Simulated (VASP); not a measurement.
A VASP calculation is set up with these files.

File POSCAR:
```
CaCd
1
    3.8092600000     0.0000000000     0.0000000000
    0.0000000000     3.8092600000     0.0000000000
    0.0000000000     0.0000000000     3.8092600000
Ca Cd
1 1
Direct
  0.0000000000   0.0000000000   0.0000000000
  0.5000000000   0.5000000000   0.5000000000
```

**KPOINTS**
```
Automatic
0
Gamma
 9 9 9
0 0 0
```

**INCAR**
```
ALGO=Normal
EDIFF=1E-6
EDIFFG=-0.01
ENCUT=400
IBRION=2
ISIF=3
ISMEAR=1
LASPH=.TRUE.
LCHARG=.FALSE.
LMAXMIX=4
LREAL=.FALSE.
LWAVE=.FALSE.
NELM=100
NSW=60
PREC=Accurate
SIGMA=0.1
SYSTEM=CaCd
```

POTCAR, in this order: Ca_sv Cd (LDA.64 set). Program: vasp_std.

### Question
Write an equivalent input for Ansatz.

### Answer
One equivalent input (not run):
Ansatz 0.2 input:
```yaml
crystal:
  lattice:
    - [3.8092600, 0.0000000, 0.0000000]
    - [0.0000000, 3.8092600, 0.0000000]
    - [0.0000000, 0.0000000, 3.8092600]
  atoms:
    - { symbol: Ca, position: [0.0000000, 0.0000000, 0.0000000] }
    - { symbol: Cd, position: [0.5000000, 0.5000000, 0.5000000] }
kpoints:
  mp_grid: { grid: [9, 9, 9] }
hamiltonian:
  xc: lda
  pseudopotentials: { kind: paw }
scf:
  occupations: { method: methfessel_paxton, width: 0.1 }
  max_iter: 100
relax:
  max_steps: 60
  f_tol: 0.01
  cell: {}
output: { forces: true, stress: true, eigenvalues: true }
```
What does not carry over: each code has its own PAW files, so the cut-off isn't converted (ENCUT is set for VASP's; basis.ecutwfc is left out, and Ansatz then takes the one that its files recommend); Ansatz stops its SCF on the density residual and VASP on the energy change (EDIFF); Ansatz's lda is the Perdew-Wang form, while the LDA potentials of VASP carry Perdew-Zunger's.

The structure comes from a computed database's CaCd entry (Pm-3m); how it stands against other phases isn't given here. This run relaxes it. Symmetry was kept, so distortions that lower it aren't found.
